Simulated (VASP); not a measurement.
All values below come from PBE GGA, VASP's PBE PAW potentials (set 64) (plane waves; VASP).

Gaps are without spin-orbit coupling.

Question: Order these relaxed crystals by band gap, smallest first: Se, P3_121 (152); BaTe, Fm-3m (225); BeSe, F-43m (216); SiO2, P3_221 (154).

Answer: Se, P3_121 (152) (0.97 eV), BaTe, Fm-3m (225) (1.60 eV), BeSe, F-43m (216) (2.67 eV), SiO2, P3_221 (154) (5.69 eV)
